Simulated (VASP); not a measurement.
Energy against volume of Yb (fcc). Level of theory: TPSS meta-GGA, VASP's PBE PAW potentials (set 64) (plane waves; VASP 6.6.1). Numerical set-up: 520 eV cut-off, 9×9×9 Γ-centred mesh, Gaussian smearing of 0.050 eV, potentials Yb_2.

The 4f electrons are frozen in the core of the lanthanide potential, so 4f levels, which can set the real gap, and their magnetism are missing.

```csv
V (Å³/atom),E (eV/atom)
36.561,-3.48521
37.728,-3.49233
38.895,-3.49522
40.062,-3.49435
```

Problem. Fit these four points and predict the energy of the run at 41.229 Å³/atom.

Solution. A cubic in V^(−2/3), the third-order Birch-Murnaghan form, passes through the four points with V0 = 39.19 Å³/atom and B0 = 17 GPa, and gives -3.4901 eV/atom there. The run gave -3.4902 eV/atom, -0.0 meV/atom from the fit; all five points give B0 = 17 GPa.

The compound is Yb in the fcc structure. It was relaxed first.
